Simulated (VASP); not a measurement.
Output of a VASP run:

OUTCAR:
```
 ion  position               nearest neighbor table
   1  0.000  0.000  0.000-   2 2.90   2 2.90   2 2.90   2 2.90   2 2.90   2 2.90   2 2.90   2 2.90
  LATTYP: Found a simple cubic cell.
 ALAT       =     3.3542745552
 Subroutine PRICEL returns:
 Original cell was already a primitive cell.
 Subroutine GETGRP returns: Found 48 space group operations
The static configuration has the point symmetry O_h .
The dynamic configuration has the point symmetry O_h .
 Subroutine INISYM returns: Found 48 space group operations
 Subroutine IBZKPT returns following result:
 Found     84 irreducible k-points:

 Following reciprocal coordinates:
            Coordinates               Weight
  0.000000  0.000000  0.000000      1.000000
  0.083333  0.000000  0.000000      6.000000
  0.166667  0.000000  0.000000      6.000000
  0.250000  0.000000  0.000000      6.000000
  0.333333  0.000000  0.000000      6.000000
  0.416667  0.000000  0.000000      6.000000
  0.500000  0.000000  0.000000      3.000000
  0.083333  0.083333  0.000000     12.000000
  0.166667  0.083333  0.000000     24.000000
  0.250000  0.083333  0.000000     24.000000
  0.333333  0.083333  0.000000     24.000000
  0.416667  0.083333  0.000000     24.000000
  0.500000  0.083333  0.000000     12.000000
  0.166667  0.166667  0.000000     12.000000
  0.250000  0.166667  0.000000     24.000000
  0.333333  0.166667  0.000000     24.000000
  0.416667  0.166667  0.000000     24.000000
  0.500000  0.166667  0.000000     12.000000
  0.250000  0.250000  0.000000     12.000000
  0.333333  0.250000  0.000000     24.000000
  0.416667  0.250000  0.000000     24.000000
  0.500000  0.250000  0.000000     12.000000
  0.333333  0.333333  0.000000     12.000000
  0.416667  0.333333  0.000000     24.000000
  0.500000  0.333333  0.000000     12.000000
  0.416667  0.416667  0.000000     12.000000
  0.500000  0.416667  0.000000     12.000000
  0.500000  0.500000  0.000000      3.000000
  0.083333  0.083333  0.083333      8.000000
  0.166667  0.083333  0.083333     24.000000
  0.250000  0.083333  0.083333     24.000000
  0.333333  0.083333  0.083333     24.000000
  0.416667  0.083333  0.083333     24.000000
  0.500000  0.083333  0.083333     12.000000
  0.166667  0.166667  0.083333     24.000000
  0.250000  0.166667  0.083333     48.000000
  0.333333  0.166667  0.083333     48.000000
  0.416667  0.166667  0.083333     48.000000
  0.500000  0.166667  0.083333     24.000000
  0.250000  0.250000  0.083333     24.000000
   k-points           NKPTS =     84   k-points in BZ     NKDIM =     84   number of bands    NBANDS=     12
   number of dos      NEDOS =    601   number of ions     NIONS =      2
   total plane-waves  NPLWV =  13824
   dimension x,y,z NGX =    24 NGY =   24 NGZ =   24
   dimension x,y,z NGXF=    48 NGYF=   48 NGZF=   48
   ions per type =               1   1
   PREC   = accura    normal or accurate (medium, high low for compatibility)
   ISTART =      0    job   : 0-new  1-cont  2-samecut
   ICHARG =      2    charge: 1-file 2-atom 10-const
   ISPIN  =      1    spin polarized calculation?
   LNONCOLLINEAR =      F non collinear calculations
   LSORBIT =      F    spin-orbit coupling
   INIWAV =      1    electr: 0-lowe 1-rand  2-diag
   ENCUT  =  400.0 eV  29.40 Ry    5.42 a.u.   5.47  5.47  5.47*2*pi/ulx,y,z
   NELM   =    100;   NELMIN=  2; NELMDL= -5     # of ELM steps
   EDIFF  = 0.1E-06   stopping-criterion for ELM
   LREAL  =      F    real-space projection
   NLSPLINE    = F    spline interpolate recip. space projectors
   LMAXMIX     =    4 max onsite mixed and CHGCAR
   VOSKOWN=      0    Vosko Wilk Nusair interpolation
   EDIFFG = 0.1E-05   stopping-criterion for IOM
   NSW    =      0    number of steps for IOM
   NBLOCK =      1;   KBLOCK =      1    inner block; outer block
   IBRION =     -1    ionic relax: 0-MD 1-quasi-New 2-CG
   NFREE  =      0    steps in history (QN), initial steepest desc. (CG)
...
```

**OSZICAR**
```
       N       E                     dE             d eps       ncg     rms          rms(c)
DAV:   1     0.709635271010E+02    0.70964E+02   -0.76897E+03  2016   0.112E+03
DAV:   2    -0.414370903356E+02   -0.11240E+03   -0.10839E+03  2400   0.306E+02
DAV:   3    -0.466339506380E+02   -0.51969E+01   -0.50577E+01  3320   0.550E+01
DAV:   4    -0.467760146203E+02   -0.14206E+00   -0.14119E+00  2580   0.857E+00
DAV:   5    -0.467805537220E+02   -0.45391E-02   -0.45083E-02  3076   0.116E+00    0.138E+01
DAV:   6    -0.387498227865E+02    0.80307E+01   -0.63114E+00  2836   0.220E+01    0.366E+00
DAV:   7    -0.392300547269E+02   -0.48023E+00   -0.10684E+00  2216   0.994E+00    0.158E+00
DAV:   8    -0.392189296289E+02    0.11125E-01   -0.42917E-01  2660   0.522E+00    0.829E-01
DAV:   9    -0.390792050529E+02    0.13972E+00   -0.12847E-01  2180   0.407E+00    0.538E-01
DAV:  10    -0.392798959070E+02   -0.20069E+00   -0.25506E-01  2196   0.493E+00    0.183E-01
DAV:  11    -0.392861201203E+02   -0.62242E-02   -0.12792E-02  2312   0.106E+00    0.139E-01
DAV:  12    -0.392840573097E+02    0.20628E-02   -0.87949E-04  2928   0.254E-01    0.176E-01
DAV:  13    -0.392861170252E+02   -0.20597E-02   -0.20573E-03  2376   0.390E-01    0.449E-02
DAV:  14    -0.392866731840E+02   -0.55616E-03   -0.54276E-04  2220   0.216E-01    0.352E-02
DAV:  15    -0.392866805345E+02   -0.73505E-05   -0.33475E-05  2852   0.448E-02    0.209E-02
DAV:  16    -0.392867868115E+02   -0.10628E-03   -0.50599E-05  2120   0.769E-02    0.137E-02
DAV:  17    -0.392868043169E+02   -0.17505E-04   -0.41560E-05  2868   0.538E-02    0.109E-02
DAV:  18    -0.392868028675E+02    0.14494E-05   -0.15062E-06  2660   0.118E-02    0.600E-03
DAV:  19    -0.392868043248E+02   -0.14572E-05   -0.14893E-06  2636   0.922E-03    0.264E-03
DAV:  20    -0.392868036230E+02    0.70180E-06   -0.30681E-07  2000   0.387E-03    0.826E-04
DAV:  21    -0.392868042047E+02   -0.58178E-06   -0.49477E-08  1076   0.201E-03    0.936E-04
DAV:  22    -0.392868043436E+02   -0.13887E-06   -0.11302E-08  1068   0.109E-03    0.250E-04
DAV:  23    -0.392868041357E+02    0.20790E-06   -0.53097E-09  1064   0.741E-04    0.102E-04
DAV:  24    -0.392868041380E+02   -0.22706E-08   -0.99742E-10  1040   0.302E-04
   1 F= -.39286804E+02 E0= -.39286804E+02  d E =0.000000E+00
       N       E                     dE             ncg
```

**OUTCAR**
```
------------------------ aborting loop because EDIFF is reached ----------------------------------------
  FORCE on cell =-STRESS in cart. coord.  units (eV):
  Direction    XX          YY          ZZ          XY          YZ          ZX
  --------------------------------------------------------------------------------------
  Total        0.0062306      0.0062306      0.0062306     -0.0000000      0.0000000     -0.0000000
  in kB        0.2645123      0.2645123      0.2645123     -0.0000000      0.0000000     -0.0000000
  external PRESSURE =       0.2645123 kB  Pullay stress =       0.0000000 kB
  volume of cell :       37.74
      direct lattice vectors                 reciprocal lattice vectors
     3.354274555  0.000000000  0.000000000     0.298127057  0.000000000  0.000000000
     0.000000000  3.354274555  0.000000000     0.000000000  0.298127057  0.000000000
     0.000000000  0.000000000  3.354274555     0.000000000  0.000000000  0.298127057
 POSITION                                       TOTAL-FORCE (eV/Angst)
 -----------------------------------------------------------------------------------
      0.00000      0.00000      0.00000         0.000000      0.000000      0.000000
      1.67714      1.67714      1.67714         0.000000      0.000000      0.000000
 -----------------------------------------------------------------------------------
    total drift:                                0.000000      0.000000      0.000000
  FREE ENERGIE OF THE ION-ELECTRON SYSTEM (eV)
  ---------------------------------------------------
  free  energy   TOTEN  =       -39.2868041380 eV

  energy  without entropy=      -39.2868041380  energy(sigma->0) =      -39.28680414

 total charge

# of ion       s       p       d       tot
------------------------------------------
    1        2.148   5.967   1.630   9.745
    2        1.220   1.638   0.041   2.900
--------------------------------------------------
tot          3.368   7.605   1.671  12.645
```
(Selected blocks of OUTCAR.)

### POSCAR
```
ZrAs
1
    3.3542745552    -0.0000000000     0.0000000000
   -0.0000000000     3.3542745552    -0.0000000000
    0.0000000000     0.0000000000     3.3542745552
Zr As
1 1
Direct
  0.0000000000   0.0000000000   0.0000000000
  0.5000000000   0.5000000000   0.5000000000
```

Q: Reconstruct the remaining input files.

A: Several could match; the one computed here: the input of the run itself, r2SCAN meta-GGA, plane waves, VASP's PBE PAW potentials (set 64).

### INCAR
```
LREAL = F
LMAXMIX = 4
SYSTEM = ZrAs
LORBIT = 11   # lm-projected
LASPH = T
NEDOS = 601
EDIFF = 1E-7
ALGO = Normal
PREC = Accurate
ENCUT = 400
LCHARG = F
NELM = 100   # most electronic steps
METAGGA = R2SCAN
LMIXTAU = T
ISMEAR = -5
ISIF = 2
LWAVE = F
```

File KPOINTS_OPT:
```
k-points along high-symmetry lines
10
Line-mode
Reciprocal
  0.000000   0.000000   0.000000 ! GAMMA
  0.000000   0.500000   0.000000 ! X

  0.000000   0.500000   0.000000 ! X
  0.500000   0.500000   0.000000 ! M

  0.500000   0.500000   0.000000 ! M
  0.000000   0.000000   0.000000 ! GAMMA

  0.000000   0.000000   0.000000 ! GAMMA
  0.500000   0.500000   0.500000 ! R

  0.500000   0.500000   0.500000 ! R
  0.000000   0.500000   0.000000 ! X

  0.500000   0.500000   0.500000 ! R
  0.500000   0.500000   0.000000 ! M
```

### KPOINTS
```
K-points
0
gamma
12 12 12
```

POTCAR, in this order: Zr_sv As (PBE.64 set). Program: vasp_std.

For a metal the tetrahedron method with Blöchl corrections gives inexact stress and forces.

The structure was generated: ZrAs was put into the CsCl type type (Pm-3m), which need not be its known phase. It was relaxed first, which changed the volume by -32 %. The electron count is odd and the run is not spin-polarised, which forces a metal.
